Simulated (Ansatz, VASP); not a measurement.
**LaLu2N3 in VASP and in Ansatz**

The input INCAR:

```
SYSTEM = LaLu2N3
ALGO = Normal
EDIFF = 1E-6
ENCUT = 520
GGA = PE
ISIF = 2
ISMEAR = 0
LASPH = .TRUE.
LCHARG = .FALSE.
LREAL = .FALSE.
LWAVE = .FALSE.
NBANDS = 47
NELM = 80
PREC = Accurate
SIGMA = 0.1
```

Contents of KPOINTS:

```
k-points
0
G
  6 6 4
  0 0 0
```

The input POSCAR:

```
LaLu2N3
1.0
    5.4944757700      0.0000000000      0.0000000000
   -2.7472378900      4.7583556000      0.0000000000
    0.0000000000      0.0000000000      4.2628452000
La Lu N
1 2 3
Direct
    0.0000000000      0.0000000000      0.0000000000
    0.3333333300      0.6666666700      0.0000000000
    0.6666666700      0.3333333300      0.0000000000
    0.5000000000      0.0000000000      0.5000000000
    0.5000000000      0.5000000000      0.5000000000
    0.0000000000      0.5000000000      0.5000000000
```

Input for Ansatz:

```yaml
crystal:
  lattice:
    - [5.49447577, 0.0, 0.0]
    - [-2.74723789, 4.7583556, 0.0]
    - [0.0, 0.0, 4.2628452]
  atoms:
    - { symbol: La, position: [0.0, 0.0, 0.0] }
    - { symbol: Lu, position: [0.33333333, 0.66666667, 0.0] }
    - { symbol: Lu, position: [0.66666667, 0.33333333, 0.0] }
    - { symbol: "N", position: [0.5, 0.0, 0.5] }
    - { symbol: "N", position: [0.5, 0.5, 0.5] }
    - { symbol: "N", position: [0.0, 0.5, 0.5] }
basis:
  ecutwfc: 420
kpoints:
  mp_grid: { grid: [6, 6, 4] }
hamiltonian:
  xc: pbe
scf:
  occupations: { method: gaussian, width: 0.1 }
  lower_state_search: "off"
output:
  forces: true
  stress: true
  eigenvalues: true
```

Change from the starting cell: species swapped into the SmAl3Pd2 type (P6/mmm, No. 191).

Alike in both runs: task single point; functional PBE; k mesh 6 × 6 × 4; occupations gaussian, width 0.1 eV; no spin polarisation.

```csv
,VASP,Ansatz
version,VASP 6.6.1,Ansatz 0.2.0
potentials or method,"VASP PAW PBE potentials, release 64 (La, Lu, N)","scalar-relativistic, plane waves, PAW"
plane-wave cutoff (eV),520,420
valence electrons in the cell,76,76
```

|  | VASP | Ansatz | Ansatz less VASP |
| --- | --- | --- | --- |
| gap on the k mesh at the Fermi level (eV) | none | none | - |
| pressure (GPa) | -11.8 | -12.0 | -0.15 |
| largest component of the traceless stress (GPa) | 31.63 | 31.60 | -0.032 |

A gap of «none» marks a metal or a gap that the smearing closes.

Caveats: the k mesh is coarse (spacing up to 0.37 Å⁻¹), so the values aren't converged. The runs have no spin-orbit coupling, so splittings on La, Lu are missing.
